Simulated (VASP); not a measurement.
Given:

```
Cs
1.0
    5.35380     0.00000     0.00000
   -2.67690     4.63653     0.00000
    0.00000     0.00000     8.75187
Cs
2
Direct
  0.33333   0.66667   0.25000
  0.66667   0.33333   0.75000
```

Method: PBEsol GGA, VASP's PBE PAW potentials (set 64) (plane waves; VASP). Run with 400 eV cut-off, 9×9×5 Γ-centred mesh, tetrahedra with Blöchl corrections, potentials Cs_sv.

Unless said otherwise, spin-orbit coupling is left out, though it shifts the bands of the heavy elements here.

### Question
What does the run give for the energy per atom (σ→0), band gap (on the k-mesh) with the smallest direct gap where there is one?

### Answer

```json
{
  "band gap (on the k-mesh)": "none (metal, semimetal or under 0.01 eV)",
  "energy per atom (σ→0)": "-0.944 eV/atom"
}
```

Total energies compare only between runs with the same potentials, cut-off and functional.

The structure was generated: Cs was put into the hcp type (P6_3/mmc), which need not be its known phase. It was relaxed first.
